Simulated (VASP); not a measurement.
Calculation: LDA (Ceperley-Alder, Perdew-Zunger), VASP's LDA PAW potentials (set 64) (plane waves; VASP).

VASP ran on this input.

KPOINTS:
```
Automatic mesh
0
Gamma
12 12 1
0 0 0
```

### POSCAR
```
Bi2Se3 monolayer
1
    4.1113308677     0.0000000000     0.0000000000
   -2.0556654338     3.5605168068     0.0000000000
    0.0000000000     0.0000000000    22.3681106436
Bi Se
2 3
Direct
  0.3333330000   0.6666670000   0.4155570000
  0.0000000000   0.0000000000   0.5844430000
  0.0000000000   0.0000000000   0.3485840000
  0.6666670000   0.3333330000   0.5000000000
  0.3333330000   0.6666670000   0.6514160000
```

### INCAR
```
SYSTEM = Bi2Se3 monolayer
PREC = Normal
ENCUT = 400
EDIFF = 1E-5
NELM = 100
ALGO = Normal
LREAL = .FALSE.
LASPH = .TRUE.
ISMEAR = 0
SIGMA = 0.05
LMAXMIX = 4
LWAVE = .TRUE.
LCHARG = .FALSE.
NELMIN = 4
IBRION = 2
ISIF = 4
NSW = 50
EDIFFG = -0.03
```

POTCAR, in this order: Bi_d Se (LDA.64 set). Program: vasp_std.

The run wrote:

### OSZICAR
```
       N       E                     dE             d eps       ncg     rms          rms(c)
DAV:   1     0.381220047073E+03    0.38122E+03   -0.19381E+04  1312   0.119E+03
DAV:   2     0.172543275153E+02   -0.36397E+03   -0.35711E+03  1340   0.320E+02
DAV:   3    -0.223729268981E+02   -0.39627E+02   -0.38972E+02  1316   0.126E+02
DAV:   4    -0.239200889185E+02   -0.15472E+01   -0.15329E+01  1300   0.270E+01
DAV:   5    -0.239825535508E+02   -0.62465E-01   -0.62407E-01  1432   0.497E+00    0.527E+00
DAV:   6    -0.231877121792E+02    0.79484E+00   -0.19048E+00  1272   0.836E+00    0.339E+00
DAV:   7    -0.231698981360E+02    0.17814E-01   -0.44150E-01  1260   0.306E+00    0.146E+00
DAV:   8    -0.231689470756E+02    0.95106E-03   -0.59203E-02  1296   0.136E+00    0.440E-01
DAV:   9    -0.231669332235E+02    0.20139E-02   -0.64017E-03  1400   0.562E-01    0.137E-01
DAV:  10    -0.231671367049E+02   -0.20348E-03   -0.22790E-03  1208   0.214E-01    0.473E-02
DAV:  11    -0.231671763620E+02   -0.39657E-04   -0.17884E-04  1276   0.728E-02    0.321E-02
DAV:  12    -0.231672477496E+02   -0.71388E-04   -0.33384E-05  1032   0.355E-02    0.126E-02
DAV:  13    -0.231672773191E+02   -0.29569E-04   -0.11007E-05   736   0.338E-02    0.307E-03
DAV:  14    -0.231673081466E+02   -0.30828E-04   -0.37388E-06   728   0.132E-02    0.191E-03
DAV:  15    -0.231673479235E+02   -0.39777E-04   -0.27084E-06   760   0.837E-03    0.114E-03
DAV:  16    -0.231673663121E+02   -0.18389E-04   -0.10048E-06   680   0.551E-03    0.124E-03
DAV:  17    -0.231673936895E+02   -0.27377E-04   -0.25846E-06   752   0.569E-03    0.649E-04
DAV:  18    -0.231673956719E+02   -0.19823E-05   -0.33225E-07   676   0.405E-03
   1 F= -.23167396E+02 E0= -.23167396E+02  d E =-.231674E+02
       N       E                     dE             d eps       ncg     rms          rms(c)
DAV:   1    -0.231853380912E+02   -0.17944E-01   -0.25964E+00  1132   0.910E+00    0.612E-01
DAV:   2    -0.231860503447E+02   -0.71225E-03   -0.14777E-01  1588   0.311E+00    0.352E-01
DAV:   3    -0.231818634643E+02    0.41869E-02   -0.66328E-03  1460   0.641E-01    0.140E-01
DAV:   4    -0.231812565051E+02    0.60696E-03   -0.19190E-03  1624   0.384E-01    0.364E-02
DAV:   5    -0.231812598914E+02   -0.33863E-05   -0.26382E-04  1396   0.147E-01    0.169E-02
DAV:   6    -0.231812780150E+02   -0.18124E-04   -0.18553E-05   760   0.353E-02    0.804E-03
DAV:   7    -0.231813111362E+02   -0.33121E-04   -0.15076E-05   820   0.229E-02    0.445E-03
DAV:   8    -0.231813437146E+02   -0.32578E-04   -0.52941E-06   688   0.140E-02    0.323E-03
DAV:   9    -0.231813921303E+02   -0.48416E-04   -0.12264E-05   800   0.132E-02    0.158E-03
DAV:  10    -0.231814025228E+02   -0.10392E-04   -0.98718E-07   640   0.734E-03    0.127E-03
DAV:  11    -0.231814108541E+02   -0.83314E-05   -0.62303E-07   584   0.496E-03
   2 F= -.23181411E+02 E0= -.23181411E+02  d E =-.140152E-01
       N       E                     dE             d eps       ncg     rms          rms(c)
DAV:   1    -0.231850305838E+02   -0.36281E-02   -0.88073E-01  1132   0.529E+00    0.358E-01
DAV:   2    -0.231852417972E+02   -0.21121E-03   -0.49513E-02  1588   0.186E+00    0.205E-01
DAV:   3    -0.231838303955E+02    0.14114E-02   -0.22514E-03  1504   0.406E-01    0.820E-02
DAV:   4    -0.231836196223E+02    0.21077E-03   -0.70132E-04  1600   0.233E-01    0.212E-02
DAV:   5    -0.231836208020E+02   -0.11797E-05   -0.87863E-05  1240   0.840E-02
   3 F= -.23183621E+02 E0= -.23183621E+02  d E =-.162251E-01
       N       E                     dE             d eps       ncg     rms          rms(c)
DAV:   1    -0.231882331928E+02   -0.46136E-02   -0.42635E-01  1136   0.373E+00    0.322E-01
DAV:   2    -0.231864361598E+02    0.17970E-02   -0.23401E-02  1604   0.137E+00    0.194E-01
DAV:   3    -0.231851603243E+02    0.12758E-02   -0.23353E-03  1356   0.393E-01    0.757E-02
DAV:   4    -0.231849937377E+02    0.16659E-03   -0.71267E-04  1544   0.228E-01    0.194E-02
DAV:   5    -0.231850045826E+02   -0.10845E-04   -0.82444E-05  1204   0.784E-02    0.104E-02
DAV:   6    -0.231850256228E+02   -0.21040E-04   -0.83468E-06   612   0.215E-02    0.546E-03
DAV:   7    -0.231850581805E+02   -0.32558E-04   -0.74651E-06   668   0.139E-02    0.292E-03
DAV:   8    -0.231850831283E+02   -0.24948E-04   -0.34683E-06   616   0.979E-03    0.257E-03
DAV:   9    -0.231851149445E+02   -0.31816E-04   -0.60821E-06   704   0.906E-03    0.887E-04
DAV:  10    -0.231851213788E+02   -0.64342E-05   -0.93262E-07   568   0.600E-03
   4 F= -.23185121E+02 E0= -.23185121E+02  d E =-.150058E-02
       N       E                     dE             d eps       ncg     rms          rms(c)
DAV:   1    -0.231877190883E+02   -0.26041E-02   -0.30113E-01  1136   0.314E+00    0.270E-01
DAV:   2    -0.231865164338E+02    0.12027E-02   -0.16446E-02  1616   0.117E+00    0.163E-01
DAV:   3    -0.231856418979E+02    0.87454E-03   -0.16054E-03  1400   0.338E-01    0.640E-02
DAV:   4    -0.231855203139E+02    0.12158E-03   -0.50322E-04  1524   0.190E-01    0.161E-02
DAV:   5    -0.231855200430E+02    0.27091E-06   -0.56890E-05  1120   0.665E-02
   5 F= -.23185520E+02 E0= -.23185520E+02  d E =-.189924E-02
```

OUTCAR:
```
------------------------ aborting loop because EDIFF is reached ----------------------------------------
  FORCE on cell =-STRESS in cart. coord.  units (eV):
  Direction    XX          YY          ZZ          XY          YZ          ZX
  --------------------------------------------------------------------------------------
  Total        0.0482422      0.0482421      0.0537550      0.0000000      0.0000000     -0.0000000
  in kB        0.2360546      0.2360546      0.2630295      0.0000000      0.0000000     -0.0000000
  external PRESSURE =       0.2450462 kB  Pullay stress =       0.0000000 kB
  volume of cell :      327.43
      direct lattice vectors                 reciprocal lattice vectors
     4.078895771  0.000000000  0.000000000     0.245164392  0.141545734  0.000000000
    -2.039447886  3.532427190  0.000000000    -0.000000000  0.283091468  0.000000000
     0.000000000 -0.000000000 22.725264385     0.000000000  0.000000000  0.044003888
 POSITION                                       TOTAL-FORCE (eV/Angst)
 -----------------------------------------------------------------------------------
     -0.00000      2.35495      9.45406         0.000000      0.000000     -0.018563
      0.00000     -0.00000     13.27120        -0.000000     -0.000000      0.018563
      0.00000     -0.00000      7.89559         0.000000      0.000000     -0.007073
      2.03945      1.17747     11.36263        -0.000000      0.000000     -0.000000
     -0.00000      2.35495     14.82968         0.000000     -0.000000      0.007073
 -----------------------------------------------------------------------------------
    total drift:                                0.002120     -0.001223      0.001817
  FREE ENERGIE OF THE ION-ELECTRON SYSTEM (eV)
  ---------------------------------------------------
  free  energy   TOTEN  =       -23.1855200430 eV

  energy  without entropy=      -23.1855200430  energy(sigma->0) =      -23.18552004

 reached required accuracy - stopping structural energy minimisation
```
(Selected blocks of OUTCAR.)

### CONTCAR
```
Bi2Se3 monolayer
   1.00000000000000
     4.0788957712680389    0.0000000000000854    0.0000000000000000
    -2.0394478855843401    3.5324271901440767    0.0000000000000000
     0.0000000000000000   -0.0000000000000001   22.7252643846934603
  Bi              Se
     2     3
Direct
     0.3333330000000032    0.6666669999999968    0.4160154130148165
     0.0000000000000000    0.0000000000000000    0.5839845869851835
     0.0000000000000000    0.0000000000000000    0.3474366175581894
     0.6666669999999968    0.3333330000000032    0.5000000000000000
     0.3333330000000032    0.6666669999999968    0.6525633824418107
```

The cell is a sheet with vacuum, built from Bi2Se3 (tetradymite).
